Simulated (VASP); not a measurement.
## CsRe: single point with PBE

Crystal: CsRe.

```xyz
2
Lattice="0.0000 3.1261 3.1261 3.1261 0.0000 3.1261 3.1261 3.1261 0.0000" Properties=species:S:1:pos:R:3 pbc="T T T"
Cs    1.5416    1.5943    1.5305
Re    0.0028   -0.0086    0.0265
```

The cell was built by a generator and needn't be a form met in nature.

The cell isn't the ideal one: atoms moved at random, drawn with an rms of 0.05 Å.

```
Program                : VASP 6.6.1
Task                   : single point
Functional             : PBE
Potentials or basis    : VASP PAW PBE potentials, release 64 (Cs_sv, Re)
Cutoff                 : 520 eV
k mesh                 : 7 × 7 × 7
Occupations            : fermi-dirac, width 0.05 eV
Spin                   : no spin polarisation
Further INCAR settings : ALGO = Normal; EDIFF = 1e-07; NBANDS = 15
```

The pressure is 2.9 GPa. The largest force is 0.119 eV/Å and the band gap on the k mesh is none (metal or under the smearing width).

Forces in eV/Å, atoms in the order of the input:
```
Cs  -0.064  0.065 -0.078
Re   0.064 -0.065  0.078
```

Stress tensor (GPa, compression positive):
```
 2.92  0.93 -0.62
 0.93  2.91  0.32
-0.62  0.32  2.86
```

Levels at points of the mesh, in eV from the Fermi level:
| k point | band 5 | band 6 | band 7 | band 8 | band 9 | band 10 | band 11 | band 12 |
| --- | --- | --- | --- | --- | --- | --- | --- | --- |
| (0.00, 0.00, 0.00) | -2.44 | -1.27 | -1.26 | 0.65 | 0.91 | 1.00 | 3.41 | 3.45 |

Run time: 2.4 min on 1 thread of Intel(R) Xeon(R) Platinum 8259CL CPU @ 2.50GHz (Skylake/Cascade Lake), with other jobs on the host, peak memory 0.33 GiB.

Spin-orbit coupling is left out, which matters for the levels of Cs, Re.
